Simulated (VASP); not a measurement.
A convergence study with VASP on WC (wc): one setting is varied, all else stays as given below, so the limit is that of these other settings. Each run relaxes cell and ions from the cell shown. The basis is that of the starting cell, so low cut-offs carry a Pulay error.

```
CELL_PARAMETERS angstrom
      1.45500    -2.52013     0.00000
      1.45500     2.52013     0.00000
      0.00000     0.00000     2.84000
ATOMIC_POSITIONS crystal
  W  0.00000 0.00000 0.00000
  C  0.33333 0.66667 0.50000
```

These are PBE GGA, VASP's PBE PAW potentials (set 64) (plane waves; VASP) values and carry that method's errors. The tightest run used: 800 eV cut-off, 12×12×10 Γ-centred mesh, first-order Methfessel-Paxton smearing of 0.10 eV, potentials W_sv C.

```csv
setting,relaxed volume (Å³/atom),E (eV/atom),plane waves
ENCUT = 250,10.157,-11.2559,199
ENCUT = 300,10.337,-11.2307,258
ENCUT = 350,10.456,-11.2263,332
ENCUT = 400,10.522,-11.2277,405
```

Task: These are the cheaper rows. Estimate the results at ENCUT = 800, and how far the last row shown lies from them.

Result: 
```tsv
quantity	tightest run	last row shown is off by
relaxed volume (Å³/atom)	10.552	-0.030
E (eV/atom)	-11.2279	0.0002
```

Left out are rungs that failed or repeat a setting and relaxations that didn't move; long series are thinned to 24 rows.

The compound is WC in the wc structure.
